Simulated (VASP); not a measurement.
These are LDA (Ceperley-Alder, Perdew-Zunger), VASP's LDA PAW potentials (set 64) (plane waves; VASP) values and carry that method's errors.

VASP ran on this input.

**KPOINTS**
```
Automatic mesh
0
G
3 3 2
0 0 0
```

**POSCAR**
```
Hf2Si
5.6323240
  0.8161435670   0.0000000000   0.0000000000
 -0.4080716947   0.7068009582   0.0000000000
  0.0000000000   0.0000000000   1.0000000000
Si Hf
2 4
Cartesian
 -0.0050645191   0.4758629335   0.2638710000
  0.4062881297   0.2223843195   0.7491300000
  0.0034771790  -0.0055095135  -0.0027520000
  0.0093044453   0.0042881614   0.4951600000
  0.0020995898   0.4814311115   0.7473840000
  0.4000397361   0.2351449040   0.2472080000
```

INCAR:
```
# general
SYSTEM   =  Hf2Si
PREC     =  Accurate
ENCUT    =  300
LREAL    =  F   # projection in real space or not
LASPH    =  T   # aspherical one-centre terms

# electronic loop
EDIFF    =  1E-6   # SCF stop (eV)
NELM     =  100   # most electronic steps
ALGO     =  Normal
LMAXMIX  =  6   # l cut-off of mixed one-centre charges

# smearing
ISMEAR   =  0
SIGMA    =  0.05

# ions
ISIF     =  2

# output
LWAVE    =  F
LCHARG   =  F
```

POTCAR, in this order: Si Hf_pv (LDA.64 set). Program: vasp_std.

The run wrote:

OSZICAR:
```
       N       E                     dE             d eps       ncg     rms          rms(c)
DAV:   1     0.140338235218E+03    0.14034E+03   -0.19192E+04   624   0.107E+03
DAV:   2    -0.481367223537E+02   -0.18847E+03   -0.18187E+03   668   0.280E+02
DAV:   3    -0.595485979351E+02   -0.11412E+02   -0.10901E+02   740   0.453E+01
DAV:   4    -0.597954261624E+02   -0.24683E+00   -0.23806E+00   688   0.680E+00
DAV:   5    -0.598035884832E+02   -0.81623E-02   -0.80259E-02   700   0.889E-01    0.101E+02
DAV:   6    -0.582298737612E+02    0.15737E+01   -0.30786E+00   632   0.807E+00    0.622E+01
DAV:   7    -0.579621392686E+02    0.26773E+00   -0.24965E+00   664   0.827E+00    0.423E+00
DAV:   8    -0.578942857357E+02    0.67854E-01   -0.51576E-01   624   0.395E+00    0.273E+00
DAV:   9    -0.578850256906E+02    0.92600E-02   -0.10160E-01   692   0.197E+00    0.680E-01
DAV:  10    -0.578844608116E+02    0.56488E-03   -0.11543E-02   672   0.655E-01    0.315E-01
DAV:  11    -0.578843367405E+02    0.12407E-03   -0.15731E-03   660   0.212E-01    0.145E-01
DAV:  12    -0.578843389038E+02   -0.21632E-05   -0.10803E-04   724   0.639E-02    0.363E-02
DAV:  13    -0.578843372061E+02    0.16977E-05   -0.12697E-05   708   0.254E-02    0.259E-02
DAV:  14    -0.578843366453E+02    0.56074E-06   -0.31391E-06   540   0.116E-02
   1 F= -.57884337E+02 E0= -.57884336E+02  d E =-.867880E-06
```

OUTCAR:
```
------------------------ aborting loop because EDIFF is reached ----------------------------------------
  FORCE on cell =-STRESS in cart. coord.  units (eV):
  Direction    XX          YY          ZZ          XY          YZ          ZX
  --------------------------------------------------------------------------------------
  Total        2.5563195      4.6665222     -1.6043582     -0.0190285      0.0112987     -0.0441485
  in kB       39.7373711     72.5399640    -24.9393616     -0.2957934      0.1756360     -0.6862784
  external PRESSURE =      29.1126579 kB  Pullay stress =       0.0000000 kB
  volume of cell :      103.07
      direct lattice vectors                 reciprocal lattice vectors
     4.596785000  0.000000000  0.000000000     0.217543348  0.125598702  0.000000000
    -2.298392000  3.980932000  0.000000000     0.000000000  0.251197458  0.000000000
     0.000000000  0.000000000  5.632324000     0.000000000  0.000000000  0.177546604
 POSITION                                       TOTAL-FORCE (eV/Angst)
 -----------------------------------------------------------------------------------
     -0.02853      2.68021      1.48621         0.063842     -0.363006     -0.848446
      2.28835      1.25254      4.21934         0.177737      1.209214      0.117551
     -2.27881      3.94990      5.61682        -0.294536      0.260828     -0.014497
      0.05241      0.02415      2.78890        -0.539343     -0.069679      0.266634
      0.01183      2.71158      4.20951         0.022627     -1.322235      0.425110
      2.25315      1.32441      1.39236         0.569674      0.284878      0.053648
 -----------------------------------------------------------------------------------
    total drift:                               -0.000085      0.000240      0.001239
  FREE ENERGIE OF THE ION-ELECTRON SYSTEM (eV)
  ---------------------------------------------------
  free  energy   TOTEN  =       -57.8843366453 eV

  energy  without entropy=      -57.8843357775  energy(sigma->0) =      -57.88433621
```
(Selected blocks of OUTCAR.)

At this cut-off the stress carries a Pulay error, which pulls relaxed volumes low.

The structure was generated: Hf2Si was put into an ordered model structure, which need not be its known phase. The cell was not relaxed at this level, atoms are displaced from their ideal sites. The k-mesh is coarse (spacing up to 0.56 per Å, 2π included), so the numbers may not be converged in it. The run is one of a series of settings (GGA removed, POTCAR Si Hf_pv (LDA.64 set) against the base run), some of them coarse on purpose.
